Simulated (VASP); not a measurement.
An input for Quantum ESPRESSO's pw.x (written as the equivalent of a VASP run, and not itself run):

```
&CONTROL
  calculation = 'scf'
  pseudo_dir = './pseudo'
  outdir = './out'
  tprnfor = .true.
  tstress = .true.
/
&SYSTEM
  ibrav = 0
  nat = 2
  ntyp = 2
  ecutwfc = 84
  occupations = 'smearing'
  smearing = 'methfessel-paxton'
  degauss = 0.00735
  input_dft = 'vdw-df-ob86'
/
&ELECTRONS
  conv_thr = 7.3e-09
  electron_maxstep = 100
/
ATOMIC_SPECIES
  Ti 47.867 Ti.upf
  C 12.011 C.upf
CELL_PARAMETERS angstrom
     0.0000000    2.1377731    2.1377731
     2.1377731    0.0000000    2.1377731
     2.1377731    2.1377731    0.0000000
ATOMIC_POSITIONS crystal
  Ti   0.0000000  0.0000000  0.0000000
  C    0.5000000  0.5000000  0.5000000
K_POINTS automatic
  14 14 14 0 0 0
```

Problem. Translate this input to VASP (INCAR, KPOINTS, POSCAR, choice of POTCAR).

Solution. One answer among several that fit: 
KPOINTS:
```
Automatic mesh
0
G
  14 14 14
```

File POSCAR:
```
TiC
1
    0.0000000000     2.1377730991     2.1377730991
    2.1377730991     0.0000000000     2.1377730991
    2.1377730991     2.1377730991     0.0000000000
Ti C
1 1
Direct
  0.0000000000   0.0000000000   0.0000000000
  0.5000000000   0.5000000000   0.5000000000
```

INCAR:
```
SYSTEM = TiC
PREC = Accurate; ENCUT = 520; LREAL = F
LASPH = T
EDIFF = 1E-7; NELM = 100; ALGO = Normal
LMAXMIX = 4
ISMEAR = 1; SIGMA = 0.1
GGA = MK; LUSE_VDW = T; AGGAC = 0.0
PARAM1 = 0.1234; PARAM2 = 1.0
ISIF = 2
LWAVE = F; LCHARG = F
```

POTCAR, in this order: Ti_sv C (PBE.64 set). Program: vasp_std.

Limits of the translation: the potentials are each code's own (VASP's PAW set, PseudoDojo norm-conserving files in pw.x), so ENCUT and ecutwfc are chosen apart and not converted; conv_thr bounds pw.x's estimated SCF error, while EDIFF bounds the energy change between steps.

The compound is TiC in the rock salt structure. This cell is one point of a volume scan, at 0.97 of the reference volume.
